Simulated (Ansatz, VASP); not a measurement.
This is a calculation of Cd2S for VASP 6.6.1. Atoms were shifted at random by some hundredths of an Å from the given cell, which wasn't relaxed again for these runs. The cell comes from a database or a generator and needn't be the stable form of this composition.

The input INCAR:

```
PREC = Accurate ; ENCUT = 520
EDIFF = 1E-7 ; ISMEAR = -1
SIGMA = 0.05 ; LREAL = F
LASPH = T ; NELM = 80
ALGO = Normal ; ISIF = 2
LWAVE = F ; LCHARG = F
GGA = PE ; NBANDS = 22
```

File KPOINTS:

```
regular mesh
0
Gamma
  8 8 5
```

POSCAR

```
Cd2S
1.0
    3.9626700490      0.0000000000      0.0000000000
   -1.9813350245      3.4317729293      0.0000000000
    0.0000000000      0.0000000000      5.8091920000
Cd S
2 1
Direct
    0.3259980000      0.6588130000      0.9341010000
    0.6845870000      0.3509070000      0.5721140000
    0.3188960000      0.6570270000      0.3586720000
```

Potentials or basis: VASP PAW PBE potentials, release 64 (Cd, S).

Run with:

```sh
$ cat potpaw_PBE.64/Cd/POTCAR potpaw_PBE.64/S/POTCAR > POTCAR
$ mpirun -np 1 vasp_std > vasp.out
```

Translate it to Ansatz 0.2.0. Potentials or basis there: Ansatz PAW, cutoff 420 eV.

As run (cutoffs and basis follow the program's own potentials, and thresholds, step limits or extra output files can differ):

Contents of input.yaml:

```yaml
crystal:
  lattice:
    - [3.962670049, 0.0, 0.0]
    - [-1.9813350245, 3.4317729293, 0.0]
    - [0.0, 0.0, 5.809192]
  atoms:
    - { symbol: Cd, position: [0.325998, 0.658813, 0.934101] }
    - { symbol: Cd, position: [0.684587, 0.350907, 0.572114] }
    - { symbol: S, position: [0.318896, 0.657027, 0.358672] }
hamiltonian:
  xc: pbe
  pseudopotentials: { kind: paw }
kpoints:
  mp_grid: { grid: [8, 8, 5] }
scf:
  occupations: { method: fermi_dirac, width: 0.05 }
output:
  forces: true
  stress: true
  eigenvalues: true
  write_density: true
  write_potential: true
  elf: true
  volumetric_format: npy
```

Potentials or basis: Ansatz PAW.

Run with:

```sh
$ ansatz run input.yaml --threads 2 --pin off --max-ram 5120MiB --backend cpu --events-out ev --progress --plain --runs-dir out
```

Both were run:

|  | VASP | Ansatz |
| --- | --- | --- |
| Pressure | 0.6 GPa | 0.3 GPa |
| Largest force | 0.514 eV/Å | 0.501 eV/Å |

Ansatz's pressure holds a Pulay term of +0.04 GPa for its cutoff of 420 eV, which the other run lacks.

The potentials hold 30 and 46 valence electrons a cell.

Where Ansatz's input types no cutoff or centring, it takes its own default and a Γ-centred mesh.

Pressure is positive in compression.
